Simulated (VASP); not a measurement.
```
Ni
1.0
    0.00000     1.76000     1.76000
    1.76000     0.00000     1.76000
    1.76000     1.76000     0.00000
Ni
1
Direct
  0.00000   0.00000   0.00000
```
Starting moments (μB, in the order of the record's atoms Ni): 0.8.

All values below come from PBE GGA with D4 dispersion, VASP's PBE PAW potentials (set 64) (plane waves; VASP 6.6.1). Numerical set-up: 520 eV cut-off, 16×16×16 Γ-centred mesh, first-order Methfessel-Paxton smearing of 0.10 eV, potentials Ni.

Energy and stress use the plane-wave basis of the starting cell.

Q: The ions, cell shape and volume are relaxed. Give the cell that the relaxation ends in.

A: 
```
Ni
1.0
    0.00000     1.74008     1.74008
    1.74008     0.00000     1.74008
    1.74008     1.74008     0.00000
Ni
1
Direct
  0.00000   0.00000   0.00000
```
Space group Fm-3m (225), at a tolerance of 0.03 Å. The cell ends with 0.59 μB, on the sites 0.60 μB.

Q: How do energy and volume change from the first to the last step?

A: The energy (σ→0) changes by -8.1 meV/atom and the volume by -3.4 %, in 3 ionic steps.

The compound is Ni in the fcc structure. This run relaxes it. Symmetry was kept, so distortions that lower it aren't found.
